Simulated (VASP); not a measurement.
Here is the system:

```
WSe2
1.0
    1.68342    -2.91577     0.00000
    1.68342     2.91577     0.00000
    0.00000     0.00000    13.32703
W Se
2 4
Cartesian
  1.68342   0.97192   3.33176
  1.68342  -0.97192   9.99527
  1.68342   0.97192  11.71605
  1.68342  -0.97192   5.05254
  1.68342  -0.97192   1.61098
  1.68342   0.97192   8.27449
```

Computed with rev-vdW-DF2, VASP's PBE PAW potentials (set 64) (plane waves; VASP). Run with 520 eV cut-off, 8×8×2 Γ-centred mesh, Gaussian smearing of 0.050 eV, potentials W_sv Se.

### Question
The ions and cell shape at fixed volume are relaxed. What does this cell relax into?

### Answer

```
WSe2
1.0
    1.66028    -2.87568     0.00000
    1.66028     2.87568     0.00000
    0.00000     0.00000    13.70115
W Se
2 4
Direct
  0.33333   0.66667   0.25000
  0.66667   0.33333   0.75000
  0.33333   0.66667   0.87293
  0.66667   0.33333   0.37293
  0.66667   0.33333   0.12707
  0.33333   0.66667   0.62707
```
Space group P6_3/mmc (194), at a tolerance of 0.03 Å.

### Question
How much energy does the relaxation gain?

### Answer
The energy (σ→0) changes by -21.9 meV/atom, in 8 ionic steps.

The compound is WSe2 in the 2H layered structure. This cell is one point of a volume scan, at 1.06 of the reference volume. Symmetry was kept, so distortions that lower it aren't found.
